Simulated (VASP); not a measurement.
# CsY6 (Pm-3m) in VASP: single point with PBE

Aim: the single point of CsY6 with PBE.

All numbers are computed with VASP 6.6.1; they aren't measurements. Logs are shortened: lines on timing, memory, paths and dates and some standing lists are left out, and cuts for length are marked.

### Step 1. The cell of the first run

The structure is cubic, space group Pm-3m (No. 221). The conventional cell has a = 8.004 Å, b = 8.004 Å, c = 8.004 Å, α = 90.00°, β = 90.00°, γ = 90.00°. Y (site symmetry 4mm) has 5 Y at 3.29 to 3.35 Å as nearest neighbours.

The cell was built by a generator and needn't be a form met in nature.

### Step 2. Single point, PBE (species swapped into the CaB6 type (Pm-3m, No. 221))

File INCAR:

```
  PREC = Accurate
  ENCUT = 520
  EDIFF = 1E-6
  ISMEAR = 0
  SIGMA = 0.1
  LREAL = False
  LASPH = True
  NELM = 100
  ALGO = Fast
  ISIF = 2
  LWAVE = False
  LCHARG = False
  GGA = PE
  NBANDS = 46
```

File KPOINTS:

```
Automatic mesh
0
Gamma
  6 6 6
```

File POSCAR:

```
CsY6
1.0
    8.0043573002      0.0000000000      0.0000000000
    0.0000000000      8.0043573002      0.0000000000
    0.0000000000      0.0000000000      8.0043573002
Cs Y
1 6
Direct
    0.0000000000      0.0000000000      0.0000000000
    0.5000000000      0.5000000000      0.2095038742
    0.5000000000      0.5000000000      0.7904961258
    0.2095038742      0.5000000000      0.5000000000
    0.7904961258      0.5000000000      0.5000000000
    0.5000000000      0.2095038742      0.5000000000
    0.5000000000      0.7904961258      0.5000000000
```

Potentials or basis: VASP PAW PBE potentials, release 64 (Cs_sv, Y_sv).

The run is started by

```bash
cat potpaw_PBE.64/Cs_sv/POTCAR potpaw_PBE.64/Y_sv/POTCAR > POTCAR
mpirun -np 1 vasp_std > vasp.out
```

OUTCAR:

```text
PREC = Accurate
   ENCUT = 520
   EDIFF = 1E-6
   ISMEAR = 0
   LREAL = False
   LASPH = True
   NELM = 100
   ISIF = 2
   GGA = PE

 ion  position               nearest neighbor table
   1  0.000  0.000  0.000-
   2  0.500  0.500  0.210-   4 3.29   5 3.29   6 3.29   7 3.29   3 3.35
   3  0.500  0.500  0.790-   4 3.29   5 3.29   6 3.29   7 3.29   2 3.35
   4  0.210  0.500  0.500-   2 3.29   3 3.29   6 3.29   7 3.29   5 3.35
   5  0.790  0.500  0.500-   2 3.29   3 3.29   6 3.29   7 3.29   4 3.35
   6  0.500  0.210  0.500-   2 3.29   3 3.29   4 3.29   5 3.29   7 3.35
   7  0.500  0.790  0.500-   2 3.29   3 3.29   4 3.29   5 3.29   6 3.35

  LATTYP: Found a simple cubic cell.
 ALAT       =     8.0043573002

  Lattice vectors:

 A1 = (   8.0043573002,   0.0000000000,   0.0000000000)
 A2 = (   0.0000000000,   8.0043573002,   0.0000000000)
 A3 = (   0.0000000000,   0.0000000000,   8.0043573002)

Analysis of symmetry for initial positions (statically):
=====================================================================
 Subroutine PRICEL returns:
 Original cell was already a primitive cell.

 Routine SETGRP: Setting up the symmetry group for a
 simple cubic supercell.

 Subroutine GETGRP returns: Found 48 space group operations
 (whereof 48 operations were pure point group operations)
 out of a pool of 48 trial point group operations.

The static configuration has the point symmetry O_h .

Analysis of symmetry for dynamics (positions and initial velocities):
=====================================================================
 Subroutine PRICEL returns:
 Original cell was already a primitive cell.

 Routine SETGRP: Setting up the symmetry group for a
 simple cubic supercell.

 Subroutine GETGRP returns: Found 48 space group operations
 (whereof 48 operations were pure point group operations)
 out of a pool of 48 trial point group operations.

The dynamic configuration has the point symmetry O_h .

 Subroutine INISYM returns: Found 48 space group operations
 (whereof 48 operations are pure point group operations),
 and found     1 'primitive' translations

----------------------------------------------------------------------------------------

                                     Primitive cell

  volume of cell :     512.8371

  direct lattice vectors                    reciprocal lattice vectors
     8.004357300  0.000000000  0.000000000     0.124931954  0.000000000  0.000000000
     0.000000000  8.004357300  0.000000000     0.000000000  0.124931954  0.000000000
     0.000000000  0.000000000  8.004357300     0.000000000  0.000000000  0.124931954

  length of vectors
     8.004357300  8.004357300  8.004357300     0.124931954  0.124931954  0.124931954

  position of ions in fractional coordinates (direct lattice)
     0.000000000  0.000000000  0.000000000
     0.500000000  0.500000000  0.209503874
     0.500000000  0.500000000  0.790496126
     0.209503874  0.500000000  0.500000000
     0.790496126  0.500000000  0.500000000
     0.500000000  0.209503874  0.500000000
     0.500000000  0.790496126  0.500000000

  ion indices of the primitive-cell ions
   primitive index   ion index
                 1           1
                 2           2
                 3           3
                 4           4
                 5           5
                 6           6
                 7           7

----------------------------------------------------------------------------------------

 KPOINTS: Automatic mesh

Automatic generation of k-mesh.
 Grid dimensions read from file:
 generate k-points for:    6    6    6

 Generating k-lattice:

  Cartesian coordinates                     Fractional coordinates (reciprocal lattice)
     0.020821992  0.000000000  0.000000000     0.166666667  0.000000000  0.000000000
     0.000000000  0.020821992  0.000000000     0.000000000  0.166666667  0.000000000
     0.000000000  0.000000000  0.020821992     0.000000000  0.000000000  0.166666667

  Length of vectors
     0.020821992  0.020821992  0.020821992

  Shift w.r.t. Gamma in fractional coordinates (k-lattice)
     0.000000000  0.000000000  0.000000000

 Subroutine IBZKPT returns following result:
 ===========================================

 Found     20 irreducible k-points:

 Following reciprocal coordinates:
            Coordinates               Weight
  0.000000  0.000000  0.000000      1.000000
  0.166667  0.000000  0.000000      6.000000
  0.333333  0.000000  0.000000      6.000000
  0.500000  0.000000  0.000000      3.000000
  0.166667  0.166667  0.000000     12.000000
  0.333333  0.166667  0.000000     24.000000
[... 12 lines left out ...]
  0.500000  0.500000  0.333333      6.000000
  0.500000  0.500000  0.500000      1.000000
   k-points           NKPTS =     20   k-points in BZ     NKDIM =     20   number of bands    NBANDS=     46
   number of dos      NEDOS =    301   number of ions     NIONS =      7
   total plane-waves  NPLWV = 216000
   dimension x,y,z NGX =    60 NGY =   60 NGZ =   60
   dimension x,y,z NGXF=   120 NGYF=  120 NGZF=  120
   ions per type =               1   6
   NGX,Y,Z   is equivalent  to a cutoff of  12.46, 12.46, 12.46 a.u.
   NGXF,Y,Z  is equivalent  to a cutoff of  24.92, 24.92, 24.92 a.u.
 SYSTEM =  unknown system
   PREC   = accura    normal or accurate (medium, high low for compatibility)
   ISTART =      0    job   : 0-new  1-cont  2-samecut
   ICHARG =      2    charge: 1-file 2-atom 10-const
   ISPIN  =      1    spin polarized calculation?
   LNONCOLLINEAR =      F non collinear calculations
   LSORBIT =      F    spin-orbit coupling
   LASPH  =      T    aspherical Exc in radial PAW
   ENCUT  =  520.0 eV  38.22 Ry    6.18 a.u.  14.88 14.88 14.88*2*pi/ulx,y,z
   NELM   =    100;   NELMIN=  2; NELMDL= -5     # of ELM steps
   EDIFF  = 0.1E-05   stopping-criterion for ELM
   LREAL  =      F    real-space projection
   EDIFFG = 0.1E-04   stopping-criterion for IOM
   NSW    =      0    number of steps for IOM
   IBRION =     -1    ionic relax: 0-MD 1-quasi-New 2-CG
   NFREE  =      0    steps in history (QN), initial steepest desc. (CG)
   ISIF   =      2    stress and relaxation
   ISYM   =      2    0-nonsym 1-usesym 2-fastsym
   POTIM  = 0.5000    time-step for ionic-motion
   TEBEG  =    0.0;   TEEND  =   0.0 temperature during run
   PSTRESS=    0.0 pullay stress
   NELECT =      75.0000    total number of electrons
   NUPDOWN=      -1.0000    fix difference up-down
   EMIN   =  10.00;   EMAX   =-10.00  energy-range for DOS
   EFERMI =   0.00;   METHOD = LEGACY
   ISMEAR =     0;   SIGMA  =   0.10  broadening in eV -4-tet -1-fermi 0-gaus
   EFERMI_NEDOS =   21; number of points for ismear=-14 and -15
   IALGO  =     68    algorithm
   IMIX   =      4    mixing-type and parameters
     AMIX     =   0.40;   BMIX     =  1.00
     AMIX_MAG =   1.60;   BMIX_MAG =  1.00
  volume/ion in A,a.u.               =      73.26       494.40
  Fermi-wavevector in a.u.,A,eV,Ry     =   0.862519  1.629925 10.121910  0.743939
  Thomas-Fermi vector in A             =   1.980333
   LORBIT       =      0    0 simple, 1 ext, 2 COOP (PROOUT), +10 PAW based schemes
   GGA     = PE    functional components
   LHFCALC =     F    Hartree Fock is set to
   AEXX    =    0.0000 exact exchange contribution
   IVDW    =     0    specifies the selected vdW correction
   LEPSILON=     F    determine dielectric tensor
   LRPA    =     F    only Hartree local field effects (RPA)
 non-spin polarized calculation
 RMM-DIIS sequential band-by-band and
 Gauss-broadening in eV      SIGMA  =   0.10
  energy-cutoff  :      520.00
  volume of cell :      512.84
 maximum number of plane-waves:     13854
 NGX is ok and might be reduce to    60
   NGX = 29   NGY = 29   NGZ = 29

 number of electron      75.0000010 magnetization

 Free energy of the ion-electron system (eV)
  ---------------------------------------------------
  ext. energy  EPLUGINS =         0.00000000
  ---------------------------------------------------
  free energy    TOTEN  =       -29.65276038 eV

  energy without entropy =      -29.52218945  energy(sigma->0) =      -29.58747492

 E-fermi :   0.0519     XC(G=0):  -6.1872

 val. band max:        0.0517899634   @ k =   0.5000   0.3333   0.0000
 cond. band min:       0.0544392205   @ k =   0.5000   0.3333   0.1667
 fundamental gap:      0.0026492571
 Fermi energy:         0.0518814446

 k-point     1 :       0.0000    0.0000    0.0000
  band No.  band energies     occupation
      1     -43.0550      2.00000
      2     -42.9718      2.00000
      3     -42.9718      2.00000
      4     -42.9718      2.00000
      5     -42.9675      2.00000
      6     -42.9675      2.00000
[... 38 lines left out ...]
     45       1.0288      0.00000
     46       1.0376      0.00000

 k-point     2 :       0.1667    0.0000    0.0000
  band No.  band energies     occupation
      1     -43.0535      2.00000
      2     -42.9818      2.00000
      3     -42.9718      2.00000
      4     -42.9718      2.00000
      5     -42.9675      2.00000
      6     -42.9589      2.00000
[... 38 lines left out ...]
     45       0.9318      0.00000
     46       0.9647      0.00000

 k-point     3 :       0.3333    0.0000    0.0000
  band No.  band energies     occupation
      1     -43.0502      2.00000
      2     -42.9921      2.00000
      3     -42.9718      2.00000
      4     -42.9718      2.00000
      5     -42.9675      2.00000
      6     -42.9520      2.00000
[... 822 lines left out ...]
     45       1.0191      0.00000
     46       1.1403      0.00000

 k-point    20 :       0.5000    0.5000    0.5000
  band No.  band energies     occupation
      1     -43.0306      2.00000
      2     -42.9965      2.00000
      3     -42.9965      2.00000
      4     -42.9965      2.00000
      5     -42.9426      2.00000
      6     -42.9426      2.00000
[... 38 lines left out ...]
     45       0.8436      0.00000
     46       1.1462      0.00000

------------------------ aborting loop because EDIFF is reached ----------------------------------------

  FORCE on cell =-STRESS in cart. coord.  units (eV):
  Direction    XX          YY          ZZ          XY          YZ          ZX
  --------------------------------------------------------------------------------------
  -------------------------------------------------------------------------------------
  Total       -0.1139522     -0.1139522     -0.1139522     -0.0000000      0.0000000      0.0000000
  in kB       -0.3560032     -0.3560032     -0.3560032     -0.0000000      0.0000000      0.0000000
  external PRESSURE =      -0.3560032 kB  Pullay stress =       0.0000000 kB

 VOLUME and BASIS-vectors are now :
 -----------------------------------------------------------------------------
  energy-cutoff  :      520.00
  volume of cell :      512.84
      direct lattice vectors                 reciprocal lattice vectors
     8.004357300  0.000000000  0.000000000     0.124931954  0.000000000  0.000000000
     0.000000000  8.004357300  0.000000000     0.000000000  0.124931954  0.000000000
     0.000000000  0.000000000  8.004357300     0.000000000  0.000000000  0.124931954

 POSITION                                       TOTAL-FORCE (eV/Angst)
 -----------------------------------------------------------------------------------
      0.00000      0.00000      0.00000         0.000000      0.000000      0.000000
      4.00218      4.00218      1.67694        -0.000000      0.000000      0.016630
      4.00218      4.00218      6.32741         0.000000     -0.000000     -0.016630
      1.67694      4.00218      4.00218         0.016630     -0.000000      0.000000
      6.32741      4.00218      4.00218        -0.016630      0.000000     -0.000000
      4.00218      1.67694      4.00218         0.000000      0.016630      0.000000
      4.00218      6.32741      4.00218        -0.000000     -0.016630     -0.000000
 -----------------------------------------------------------------------------------
    total drift:                               -0.000000      0.000000      0.000000

  FREE ENERGIE OF THE ION-ELECTRON SYSTEM (eV)
  ---------------------------------------------------
  free  energy   TOTEN  =       -29.6527603798 eV

  energy  without entropy=      -29.5221894518  energy(sigma->0) =      -29.58747492
```

It took 18 min on 1 thread of Intel Xeon 6975P-C (Granite Rapids), shared host; peak memory 0.76 GiB.

Results:

```
Free energy            : -29.6528 eV
Pressure               : 0.0 GPa
Largest force          : 0.017 eV/Å
Band gap on the k mesh : none (metal or under the smearing width)
```

Forces in eV/Å, atoms in the order of the input:
```
Cs   0.000  0.000  0.000
Y    0.000  0.000  0.017
Y    0.000  0.000 -0.017
Y    0.017  0.000  0.000
Y   -0.017  0.000  0.000
Y    0.000  0.017  0.000
Y    0.000 -0.017  0.000
```
